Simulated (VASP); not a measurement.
# Bi4Te3 (Pilsenite): input slips in a relaxation and what they do

Aim: see how common mistakes in a VASP relaxation show up, on Bi4Te3 (Pilsenite). The starting structure is a measured crystal structure from the Crystallography Open Database. The first relaxation on each setting starts from this cell expanded by 3 % in volume.

Calculated with VASP 6.6.1; Kohn-Sham DFT with plane waves and PAW; PBEsol.

## 1. The starting structure

Symmetry: R-3m, No. 166, trigonal system. Conventional cell: a = 4.451 Å, b = 4.451 Å, c = 41.888 Å, α = 90.00°, β = 90.00°, γ = 120.00°. Nearest to Bi lie 3 Bi at 3.10 Å and 3 Te at 3.40 Å. Nearest to Bi lie 6 Te at 3.12 to 3.33 Å. Nearest to Te lie 6 Bi at 3.12 to 3.40 Å. Te has 6 Bi at 3.33 Å nearest. Farther neighbours and most contacts between anions are not listed.

As a file:

```cif
data_structure
_symmetry_space_group_name_H-M 'P 1'
_symmetry_Int_Tables_number 1
_cell_length_a 4.4510
_cell_length_b 4.4510
_cell_length_c 14.1972
_cell_angle_alpha 90.000
_cell_angle_beta 99.019
_cell_angle_gamma 120.000
_cell_volume 239.56
loop_
_atom_site_label
_atom_site_type_symbol
_atom_site_fract_x
_atom_site_fract_y
_atom_site_fract_z
_atom_site_occupancy
Bi1 Bi 0.70800 0.85400 0.56200 1
Bi2 Bi 0.29200 0.14600 0.43800 1
Bi3 Bi 0.56567 0.28283 0.84850 1
Bi4 Bi 0.43433 0.71717 0.15150 1
Te5 Te 0.14793 0.57397 0.72190 1
Te6 Te 0.85207 0.42603 0.27810 1
Te7 Te 0.00000 0.00000 0.00000 1
```

## 2. Reference relaxation

This run starts from the cell of an earlier relaxation, which isn't shown; the restart sets up the plane waves anew.

File INCAR:

```
SYSTEM = Bi4Te3
PREC = Accurate
ENCUT = 450
EDIFF = 1E-06
NELM = 100
ISMEAR = 1
SIGMA = 0.15
LREAL = .FALSE.
ALGO = Normal
GGA = PS
NBANDS = 48
LORBIT = 11
LWAVE = .FALSE.
LCHARG = .FALSE.
KPAR = 8
IBRION = 2
NSW = 50
ISIF = 3
EDIFFG = -0.006
```

File POSCAR:

```
Bi4Te3
1.0
   -4.4407523252      0.0000000000      0.0000000000
    2.2203761626     -3.8458043256      0.0000000000
    2.2203761626      1.2819347752     13.8193477765
Bi Te
4 3
Direct
    0.7067405134      0.8533702567      0.5601107701
    0.2932594866      0.1466297433      0.4398892299
    0.5713475443      0.2856737721      0.8570213164
    0.4286524557      0.7143262279      0.1429786836
    0.1558342096      0.5779171048      0.7337513145
    0.8441657904      0.4220828952      0.2662486855
    0.0000000000      0.0000000000      0.0000000000
```

File KPOINTS:

```
Automatic mesh
0
Gamma
8 8 8
0 0 0
```

PAW data sets: Bi_d and Te (PBE family, release 64).

The run is started by

```sh
mpirun -np 8 vasp_std
```

Log:

```text
[banner, memory and clock lines left out]
running    8 mpi-ranks, on    1 nodes
 distrk:  each k-point on    1 cores,    8 groups
 distr:  one band on    1 cores,    1 groups

 POSCAR found type information on POSCAR BiTe
 POSCAR found :  2 types and       7 ions
|                                                                             |
|           W    W    AA    RRRRR   N    N  II  N    N   GGGG   !!!           |
|           W    W   A  A   R    R  NN   N  II  NN   N  G    G  !!!           |
|           W    W  A    A  R    R  N N  N  II  N N  N  G       !!!           |
|           W WW W  AAAAAA  RRRRR   N  N N  II  N  N N  G  GGG   !            |
|           WW  WW  A    A  R   R   N   NN  II  N   NN  G    G                |
|           W    W  A    A  R    R  N    N  II  N    N   GGGG   !!!           |
|                                                                             |
|     For optimal performance we recommend to set                             |
|       NCORE = 2 up to number-of-cores-per-socket                            |
|     NCORE specifies how many cores store one orbital (NPAR=cpu/NCORE).      |
|     This setting can greatly improve the performance of VASP for DFT.       |
|     The default, NCORE=1 might be grossly inefficient on modern             |
|     multi-core architectures or massively parallel machines. Do your        |
|     Unfortunately you need to use the default for GW and RPA                |
|     calculations (for HF NCORE is supported but not extensively tested      |
|     yet).                                                                   |
|                                                                             |

|                                                                             |
|               ----> ADVICE to this user running VASP <----                  |
|                                                                             |
|     You enforced a specific xc type in the INCAR file but a different       |
|     [... a line on the potential file left out ...]
|     I HOPE YOU KNOW WHAT YOU ARE DOING!                                     |
|                                                                             |

 LDA part: xc-table for (Slater+PW92), standard interpolation
 POSCAR, INCAR and KPOINTS ok, starting setup
 FFT: planning ... GRIDC
 FFT: planning ... GRID_SOFT
 FFT: planning ... GRID
 WAVECAR not read
 entering main loop
       N       E                     dE             d eps       ncg     rms          rms(c)
DAV:   1     0.800833554973E+03    0.80083E+03   -0.34265E+04  6240   0.154E+03
DAV:   2     0.704561134139E+02   -0.73038E+03   -0.71136E+03  6312   0.438E+02
DAV:   3    -0.242449562172E+02   -0.94701E+02   -0.91070E+02  7664   0.175E+02
DAV:   4    -0.290072127938E+02   -0.47623E+01   -0.47191E+01  7240   0.408E+01
DAV:   5    -0.292468973903E+02   -0.23968E+00   -0.23957E+00  8504   0.893E+00    0.824E+00
DAV:   6    -0.289436836872E+02    0.30321E+00   -0.73776E-01  7776   0.709E+00    0.622E+00
DAV:   7    -0.289429980044E+02    0.68568E-03   -0.33152E-01  6880   0.289E+00    0.179E+00
DAV:   8    -0.289366950068E+02    0.63030E-02   -0.94402E-02  7240   0.126E+00    0.417E-01
DAV:   9    -0.289348453554E+02    0.18497E-02   -0.12956E-02  7320   0.597E-01    0.312E-01
DAV:  10    -0.289349146757E+02   -0.69320E-04   -0.50564E-03  7008   0.341E-01    0.914E-02
DAV:  11    -0.289348947627E+02    0.19913E-04   -0.74959E-04  7240   0.132E-01    0.470E-02
DAV:  12    -0.289348987905E+02   -0.40279E-05   -0.79719E-05  7336   0.445E-02    0.218E-02
DAV:  13    -0.289348998217E+02   -0.10312E-05   -0.15181E-05  6992   0.186E-02    0.717E-03
DAV:  14    -0.289348996952E+02    0.12648E-06   -0.16296E-06  4624   0.716E-03
   1 F= -.28934900E+02 E0= -.28935487E+02  d E =-.289349E+02
 curvature:   0.00 expect dE= 0.000E+00 dE for cont linesearch  0.000E+00
 trial: gam= 0.00000 g(F)=  0.660E-05 g(S)=  0.216E-05 ort = 0.000E+00 (trialstep = 0.100E+01)
 search vector abs. value=  0.876E-05
 bond charge predicted
       N       E                     dE             d eps       ncg     rms          rms(c)
DAV:   1    -0.289349222555E+02   -0.22434E-04   -0.28422E-03  8528   0.272E-01    0.240E-02
DAV:   2    -0.289349105282E+02    0.11727E-04   -0.59760E-05  8144   0.677E-02    0.113E-02
DAV:   3    -0.289349067666E+02    0.37617E-05   -0.12894E-05  7584   0.307E-02    0.407E-03
DAV:   4    -0.289349062578E+02    0.50877E-06   -0.13663E-06  3504   0.829E-03
   2 F= -.28934906E+02 E0= -.28935494E+02  d E =-.656260E-05
 trial-energy change:   -0.000007  1 .order   -0.000007   -0.000009   -0.000005
 step:   2.0573(harm=  2.0573)  dis= 0.00081  next Energy=   -28.934909 (dE=-0.901E-05)
 reached required accuracy - stopping structural energy minimisation
```

Run time: 57 s. Hardware: 8 MPI ranks of Intel Xeon 6975P-C (Granite Rapids), shared host; peak memory 5.2 GiB; 7.4 min of CPU time.

Lines that name or quote the potential files are left out of all logs, and their timing lines are given in words.

From OUTCAR (step 2):

```text
ion  position               nearest neighbor table
   1  0.707  0.853  0.560-   2 3.06   2 3.06   2 3.06   5 3.51   5 3.51   5 3.51
   2  0.293  0.147  0.440-   1 3.06   1 3.06   1 3.06   6 3.51   6 3.51   6 3.51
   3  0.571  0.286  0.857-   5 3.08   5 3.08   5 3.08   7 3.24   7 3.24   7 3.24
   4  0.429  0.714  0.143-   6 3.08   6 3.08   6 3.08   7 3.24   7 3.24   7 3.24
   5  0.156  0.578  0.734-   3 3.08   3 3.08   3 3.08   1 3.51   1 3.51   1 3.51
   6  0.844  0.422  0.266-   4 3.08   4 3.08   4 3.08   2 3.51   2 3.51   2 3.51
   7  0.000  0.000  0.000-   3 3.24   4 3.24   3 3.24   4 3.24   3 3.24   4 3.24

  LATTYP: Found a trigonal (rhomboedric) cell.
 ALAT       =    14.0551698687
 COS(alpha) =     0.9500873176

 Subroutine GETGRP returns: Found 12 space group operations
 (whereof 12 operations were pure point group operations)

The static configuration has the point symmetry D_3d.

 Found     65 irreducible k-points:

   k-points           NKPTS =     65   k-points in BZ     NKDIM =     65   number of bands    NBANDS=     48

   dimension x,y,z NGX =    32 NGY =   32 NGZ =   98
   dimension x,y,z NGXF=    64 NGYF=   64 NGZF=  196

   ENCUT  =  450.0 eV  33.07 Ry    5.75 a.u.   7.68  7.68 24.31*2*pi/ulx,y,z

   NELECT =      78.0000    total number of electrons

 k-points in reciprocal lattice and weights: Automatic mesh
   0.00000000  0.00000000  0.00000000       0.002
   0.12500000  0.00000000  0.00000000       0.012
   0.25000000  0.00000000  0.00000000       0.012
   0.37500000  0.00000000 -0.00000000       0.012
   0.50000000  0.00000000  0.00000000       0.006
   0.00000000  0.12500000  0.00000000       0.012
   0.12500000  0.12500000 -0.00000000       0.023
   0.25000000  0.12500000  0.00000000       0.023
   0.37500000  0.12500000 -0.00000000       0.023
[...]
0.12500000  0.12500000  0.37500000       0.012
   0.00000000  0.00000000  0.50000000       0.002

 average (electrostatic) potential at core
       1-103.9349       2-103.9349       3-104.8291       4-104.8291       5 -88.0606
       6 -88.0606       7 -87.8898

 E-fermi :   6.5058

 k-point     1 :       0.0000    0.0000    0.0000
  band No.  band energies     occupation
    ...
     35       4.9082      2.00000
     36       4.9082      2.00000
     37       5.8449      2.00000
     38       5.8449      2.00000
     39       6.0353      2.00009
     40       6.9813     -0.00007
     41       6.9813     -0.00007
     42       7.2727     -0.00000
     43       7.3533     -0.00000
     44       7.6083     -0.00000
    ...

 k-point     2 :       0.1250    0.0000    0.0000
  band No.  band energies     occupation
    ...
     35       4.9374      2.00000
     36       5.0587      2.00000
     37       5.5773      2.00000
     38       5.7513      2.00000
     39       6.2489      2.03597
     40       6.7317     -0.05482
     41       6.9464     -0.00026
     42       7.4056     -0.00000
     43       8.0635     -0.00000
     44       8.2179     -0.00000
    ...

 k-point     3 :       0.2500    0.0000    0.0000
  band No.  band energies     occupation
    ...
     35       4.7885      2.00000
     36       4.8193      2.00000
     37       5.3157      2.00000
     38       5.6047      2.00000
     39       5.8491      2.00000
     40       7.2053     -0.00000
     41       7.5190     -0.00000
     42       7.5583     -0.00000
     43       8.0591     -0.00000
     44       8.2539     -0.00000
    ...

  Total       -0.0029800     -0.0029800      0.0181778      0.0000000      0.0000000      0.0000000
  in kB       -0.0202270     -0.0202270      0.1233839      0.0000000      0.0000000      0.0000000
  external PRESSURE =       0.0276433 kB  Pullay stress =       0.0000000 kB

  energy-cutoff  :      450.00
  volume of cell :      236.04
      direct lattice vectors                 reciprocal lattice vectors
    -4.440802050  0.000000000  0.000000000    -0.225184547 -0.130010359  0.048235710
     2.220401025 -3.845847389  0.000000000     0.000000000 -0.260020718  0.024117855
     2.220401025  1.281949130 13.821019176     0.000000000  0.000000000  0.072353564

 POSITION                                       TOTAL-FORCE (eV/Angst)
 -----------------------------------------------------------------------------------
      0.00000     -2.56390      7.74137         0.000000     -0.000000     -0.000343
     -0.00000      0.00000      6.07965         0.000000     -0.000000      0.000343
     -0.00000      0.00000     11.84530        -0.000000      0.000000      0.003148
      0.00000     -2.56390      1.97572        -0.000000     -0.000000     -0.003148
      2.22040     -1.28195     10.14118        -0.000000      0.000000      0.002241
     -2.22040     -1.28195      3.67984         0.000000     -0.000000     -0.002241
     -2.22040     -3.84585      0.00000         0.000000     -0.000000      0.000000
 -----------------------------------------------------------------------------------
    total drift:                               -0.000000      0.000000      0.000000

  FREE ENERGIE OF THE ION-ELECTRON SYSTEM (eV)
  ---------------------------------------------------
  free  energy   TOTEN  =       -28.9349062578 eV

  energy  without entropy=      -28.9366705178  energy(sigma->0) =      -28.93549434

 reached required accuracy - stopping structural energy minimisation

 total charge
# of ion       s       p       d       tot
------------------------------------------
    1        1.528   1.348   9.915  12.791
    2        1.528   1.348   9.915  12.791
    3        1.588   1.151   9.943  12.682
    4        1.588   1.151   9.943  12.682
    5        1.408   1.902   0.029   3.339
    6        1.408   1.902   0.029   3.339
    7        1.392   1.950   0.025   3.368
--------------------------------------------------
tot         10.440  10.752  39.799  60.991

[... 3 further parts left out ...]
```

The PAW data sets were made with PBE, which is usual practice but a small mismatch for other functionals. Methfessel-Paxton smearing is not meant for a cell with a gap. The run keeps the 12 symmetry operations of its start, so it cannot find a distortion of lower symmetry.

The reference relaxation ends at 33.721 Å³ an atom.

## 3. Relaxation with a k mesh far too coarse

A slip made on purpose: a k mesh far too coarse. Against step 2 the input has a 1×1×1 mesh (also changed: NELM, NCORE and KPAR).

Changes to INCAR since step 2:

```diff
@@ -4,3 +4,3 @@
 EDIFF = 1E-06
-NELM = 100
+NELM = 60
 ISMEAR = 1
@@ -14,3 +14,3 @@
 LCHARG = .FALSE.
-KPAR = 8
+NCORE = 8
 IBRION = 2
```

File POSCAR:

```
Bi4Te3
1.0
   -4.4950721732      0.0000000000      0.0000000000
    2.2475360866     -3.8928466939      0.0000000000
    2.2475360866      1.2976155646     14.1009198824
Bi Te
4 3
Direct
    0.7080000000      0.8540000000      0.5620000000
    0.2920000000      0.1460000000      0.4380000000
    0.5656666666      0.2828333333      0.8484999999
    0.4343333334      0.7171666667      0.1515000001
    0.1479333334      0.5739666667      0.7219000001
    0.8520666666      0.4260333333      0.2780999999
    0.0000000000      0.0000000000      0.0000000000
```

File KPOINTS:

```
Automatic mesh
0
Gamma
1 1 1
0 0 0
```

The run is started by

```sh
mpirun -np 8 vasp_std
```

Log:

```text
[banner, memory and clock lines left out]
running    8 mpi-ranks, on    1 nodes
[...]
[... a notice as in an earlier step ...]

 [... a notice as in an earlier step ...]

 LDA part: xc-table for (Slater+PW92), standard interpolation
 POSCAR, INCAR and KPOINTS ok, starting setup
[...]
entering main loop
       N       E                     dE             d eps       ncg     rms          rms(c)
DAV:   1     0.815080535596E+03    0.81508E+03   -0.34986E+04    96   0.152E+03
DAV:   2     0.952325745258E+02   -0.71985E+03   -0.69853E+03    96   0.427E+02
DAV:   3    -0.440221890673E+00   -0.95673E+02   -0.90524E+02   120   0.173E+02
DAV:   4    -0.584785220889E+01   -0.54076E+01   -0.52143E+01   112   0.423E+01
[...]
DAV:  15    -0.490897710192E+01   -0.62542E-05   -0.75701E-06    96   0.114E-02    0.114E-02
DAV:  16    -0.490898774523E+01   -0.10643E-04   -0.12846E-05    80   0.116E-02    0.300E-03
DAV:  17    -0.490898835507E+01   -0.60984E-06   -0.89614E-07    72   0.486E-03
   1 F= -.49089884E+01 E0= -.49118874E+01  d E =-.490899E+01
[... from here on, the cycles between the ionic steps are left out ...]
   2 F= -.14142758E+02 E0= -.14146844E+02  d E =-.923377E+01
   5 F= -.26610137E+02 E0= -.26591688E+02  d E =-.119811E+02
   9 F= -.28566539E+02 E0= -.28569438E+02  d E =-.139375E+02
  13 F= -.31131354E+02 E0= -.31138592E+02  d E =-.165023E+02
  17 F= -.31308791E+02 E0= -.31311740E+02  d E =-.704757E-01
  21 F= -.31342084E+02 E0= -.31345690E+02  d E =-.202783E-01
  25 F= -.31350841E+02 E0= -.31355201E+02  d E =-.673563E-02
  29 F= -.31397962E+02 E0= -.31404280E+02  d E =-.126587E-01
  33 F= -.31451539E+02 E0= -.31459457E+02  d E =-.413183E-01
  37 F= -.31681289E+02 E0= -.31657611E+02  d E =-.101060E-01
  41 F= -.31720997E+02 E0= -.31694680E+02  d E =-.199390E-01
  45 F= -.31914978E+02 E0= -.31890897E+02  d E =-.213920E+00
  49 F= -.32122324E+02 E0= -.32087883E+02  d E =-.207346E+00
  50 F= -.32177135E+02 E0= -.32142142E+02  d E =-.548108E-01
[...]
trial-energy change:   -0.054811  1 .order   -0.054818   -0.054360   -0.055275
 step:   0.3032(harm=  0.3032)  dis= 0.05629  next Energy=   -32.347087 (dE=-0.225E+00)
```

The job ended after 40 s (8 MPI ranks; peak memory 1.1 GiB).

From OUTCAR (step 3):

```text
  Total        0.7045564      0.7045564      7.3130045      0.0000000     -0.0000000      0.0000000
  in kB        5.8588449      5.8588449     60.8123865      0.0000000     -0.0000000      0.0000000
  external PRESSURE =      24.1766921 kB  Pullay stress =       0.0000000 kB

 POSITION                                       TOTAL-FORCE (eV/Angst)
 -----------------------------------------------------------------------------------
      0.00000     -3.14960      3.77163         0.000000     -0.000000      0.678612
      0.00000     -0.00000      3.70406        -0.000000      0.000000     -0.678612
     -0.00000     -0.00000      7.00527        -0.000000     -0.000000      1.580012
      0.00000     -3.14960      0.47042         0.000000      0.000000     -1.580012
      2.72763     -1.57480      5.06919        -0.000000     -0.000000      0.590390
     -2.72763     -1.57480      2.40650         0.000000      0.000000     -0.590390
      0.00000     -0.00000      0.00000         0.000000      0.000000      0.000000
 -----------------------------------------------------------------------------------
    total drift:                               -0.000000     -0.000000     -0.000000

  FREE ENERGIE OF THE ION-ELECTRON SYSTEM (eV)
  ---------------------------------------------------
  free  energy   TOTEN  =       -32.1771347232 eV

  energy  without entropy=      -32.0721564474  energy(sigma->0) =      -32.14214196

[... 3 further parts left out ...]
[key lines of the parts left out:]
E-fermi :   8.1491
```

Logs of long relaxations may skip ionic steps without a mark.

The relaxation used up its 50 ionic steps (NSW) before forces and stress met EDIFFG.

[end of part 1 of 2]

[Lines on the potential files, build, host, timing and source positions are cut from VASP's logs without a mark.]

[Logs are printed without paths, hosts, clocks, repeated set-up lines and the standing remarks that a program may print on its own settings, such as how far it seeks lower states.]

[Hosts, paths, dates, database ids (printed as entryN), source tags and the programs' standing remarks are cut or masked in the printed files.]
